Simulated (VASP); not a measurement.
These are optB88-vdW, VASP's PBE PAW potentials (set 64) (plane waves; VASP) values and carry that method's errors.

A VASP calculation is set up with these files.

### POSCAR
```
SrTiO3
1
    3.8964091187    -0.0000000000     0.0000000000
   -0.0000000000     3.8964091187     0.0000000000
   -0.0000000000    -0.0000000000     3.8964091187
Sr Ti O
1 1 3
Direct
  0.0000000000   0.0000000000   0.0000000000
  0.5000000000   0.5000000000   0.5000000000
  0.5000000000   0.0000000000   0.5000000000
  0.0000000000   0.5000000000   0.5000000000
  0.5000000000   0.5000000000   0.0000000000
```

File KPOINTS:
```
K-points
0
G
 5 5 5
0 0 0
```

**INCAR**
```
SYSTEM=SrTiO3
PREC=Accurate; ENCUT=520; LREAL=.False.
LASPH=.True.
EDIFF=1E-6; NELM=100; ALGO=Normal
LMAXMIX=4
ISMEAR=0; SIGMA=0.05
GGA=BO; LUSE_VDW=.True.; AGGAC=0.0
PARAM1=0.1833333333; PARAM2=0.22
IBRION=2; NSW=60; ISIF=3
EDIFFG=-0.02
LWAVE=.False.; LCHARG=.False.
```

POTCAR, in this order: Sr_sv Ti_sv O (PBE.64 set). Program: vasp_std.

What VASP printed:

### OSZICAR
```
       N       E                     dE             d eps       ncg     rms          rms(c)
DAV:   1     0.462983700400E+03    0.46298E+03   -0.21797E+04   480   0.186E+03
DAV:   2     0.299355295029E+01   -0.45999E+03   -0.45339E+03   576   0.502E+02
DAV:   3    -0.396079883616E+02   -0.42602E+02   -0.42537E+02   664   0.146E+02
DAV:   4    -0.417043355066E+02   -0.20963E+01   -0.20956E+01   680   0.290E+01
DAV:   5    -0.417691337194E+02   -0.64798E-01   -0.64795E-01   664   0.390E+00    0.278E+01
DAV:   6    -0.309186112799E+02    0.10851E+02   -0.71025E+01   728   0.767E+01    0.170E+01
DAV:   7    -0.309561398269E+02   -0.37529E-01   -0.94845E+00   592   0.246E+01    0.113E+01
DAV:   8    -0.309458598991E+02    0.10280E-01   -0.19028E+00   616   0.149E+01    0.285E+00
DAV:   9    -0.308747104985E+02    0.71149E-01   -0.42973E-01   616   0.662E+00    0.911E-01
DAV:  10    -0.308778759390E+02   -0.31654E-02   -0.12422E-01   648   0.258E+00    0.800E-01
DAV:  11    -0.308701944238E+02    0.76815E-02   -0.57864E-02   720   0.191E+00    0.144E-01
DAV:  12    -0.308701805327E+02    0.13891E-04   -0.20265E-03   656   0.461E-01    0.924E-02
DAV:  13    -0.308701100478E+02    0.70485E-04   -0.60660E-04   672   0.305E-01    0.369E-02
DAV:  14    -0.308701216569E+02   -0.11609E-04   -0.10705E-04   584   0.129E-01    0.195E-02
DAV:  15    -0.308701193852E+02    0.22718E-05   -0.15375E-05   608   0.436E-02    0.716E-03
DAV:  16    -0.308701195882E+02   -0.20299E-06   -0.24653E-06   400   0.141E-02
   1 F= -.30870120E+02 E0= -.30870120E+02  d E =-.308701E+02
       N       E                     dE             d eps       ncg     rms          rms(c)
DAV:   1    -0.314218221139E+02   -0.55170E+00   -0.15649E+01   552   0.428E+01    0.670E+00
DAV:   2    -0.309388491704E+02    0.48297E+00   -0.18917E+00   568   0.134E+01    0.235E+00
DAV:   3    -0.308666784816E+02    0.72171E-01   -0.51706E-01   504   0.436E+00    0.125E+00
DAV:   4    -0.308623819892E+02    0.42965E-02   -0.11180E-01   736   0.232E+00    0.105E+00
DAV:   5    -0.308665127285E+02   -0.41307E-02   -0.15850E-02   824   0.104E+00    0.819E-01
DAV:   6    -0.308691664523E+02   -0.26537E-02   -0.69281E-03   712   0.452E-01    0.382E-01
DAV:   7    -0.308702952648E+02   -0.11288E-02   -0.19021E-03   664   0.235E-01    0.768E-02
DAV:   8    -0.308704358512E+02   -0.14059E-03   -0.37701E-04   728   0.110E-01    0.332E-02
DAV:   9    -0.308704461500E+02   -0.10299E-04   -0.45983E-05   656   0.485E-02    0.125E-02
DAV:  10    -0.308704464381E+02   -0.28816E-06   -0.59047E-06   664   0.189E-02
   2 F= -.30870446E+02 E0= -.30870446E+02  d E =-.326850E-03
       N       E                     dE             d eps       ncg     rms          rms(c)
DAV:   1    -0.310286354517E+02   -0.15819E+00   -0.39500E+00   560   0.210E+01    0.333E+00
DAV:   2    -0.309037340609E+02    0.12490E+00   -0.44769E-01   568   0.647E+00    0.115E+00
DAV:   3    -0.308851161830E+02    0.18618E-01   -0.11699E-01   608   0.231E+00    0.411E-01
DAV:   4    -0.308861269498E+02   -0.10108E-02   -0.25462E-02   648   0.864E-01    0.396E-01
DAV:   5    -0.308865277361E+02   -0.40079E-03   -0.21843E-03   816   0.420E-01    0.311E-01
DAV:   6    -0.308873647571E+02   -0.83702E-03   -0.15212E-03   592   0.231E-01    0.142E-01
DAV:   7    -0.308877174244E+02   -0.35267E-03   -0.89781E-04   688   0.196E-01    0.235E-02
DAV:   8    -0.308877482449E+02   -0.30821E-04   -0.16796E-04   688   0.635E-02    0.142E-02
DAV:   9    -0.308877503061E+02   -0.20611E-05   -0.96994E-06   640   0.182E-02    0.894E-03
DAV:  10    -0.308877503602E+02   -0.54143E-07   -0.22417E-06   480   0.160E-02
   3 F= -.30887750E+02 E0= -.30887750E+02  d E =-.176308E-01
```

File OUTCAR:
```
------------------------ aborting loop because EDIFF is reached ----------------------------------------
  FORCE on cell =-STRESS in cart. coord.  units (eV):
  Direction    XX          YY          ZZ          XY          YZ          ZX
  --------------------------------------------------------------------------------------
  Total        0.0009446      0.0009446      0.0009446     -0.0000000     -0.0000000     -0.0000000
  in kB        0.0250106      0.0250106      0.0250106     -0.0000000     -0.0000000     -0.0000000
  external PRESSURE =       0.0250106 kB  Pullay stress =       0.0000000 kB
  volume of cell :       60.51
      direct lattice vectors                 reciprocal lattice vectors
     3.925901036  0.000000000 -0.000000000     0.254718596  0.000000000 -0.000000000
    -0.000000000  3.925901036  0.000000000    -0.000000000  0.254718596 -0.000000000
     0.000000000  0.000000000  3.925901036     0.000000000 -0.000000000  0.254718596
 POSITION                                       TOTAL-FORCE (eV/Angst)
 -----------------------------------------------------------------------------------
      0.00000      0.00000      0.00000         0.000000     -0.000000      0.000000
      1.96295      1.96295      1.96295        -0.000000      0.000000      0.000000
      1.96295      0.00000      1.96295         0.000000      0.000000      0.000000
     -0.00000      1.96295      1.96295        -0.000000      0.000000      0.000000
      1.96295      1.96295      0.00000         0.000000     -0.000000      0.000000
 -----------------------------------------------------------------------------------
    total drift:                                0.000000      0.000000     -0.000000
  FREE ENERGIE OF THE ION-ELECTRON SYSTEM (eV)
  ---------------------------------------------------
  free  energy   TOTEN  =       -30.8877503602 eV

  energy  without entropy=      -30.8877503602  energy(sigma->0) =      -30.88775036

 reached required accuracy - stopping structural energy minimisation
```
(Selected blocks of OUTCAR.)

**CONTCAR**
```
SrTiO3
   1.00000000000000
     3.9259010363843547    0.0000000000000000   -0.0000000000000000
    -0.0000000000000000    3.9259010363843547    0.0000000000000000
     0.0000000000000000    0.0000000000000000    3.9259010363843547
  Sr              Ti              O
     1     1     3
Direct
     0.0000000000000000    0.0000000000000000    0.0000000000000000
     0.5000000000000000    0.5000000000000000    0.5000000000000000
     0.5000000000000000    0.0000000000000000    0.5000000000000000
     0.0000000000000000    0.5000000000000000    0.5000000000000000
     0.5000000000000000    0.5000000000000000    0.0000000000000000
```

Energy and stress use the plane-wave basis of the starting cell.

The compound is SrTiO3 in the cubic perovskite structure, the ideal cubic form; the compound distorts at low or room temperature. This run relaxes it. Symmetry was kept, so distortions that lower it aren't found. The start is the result of an earlier pass.
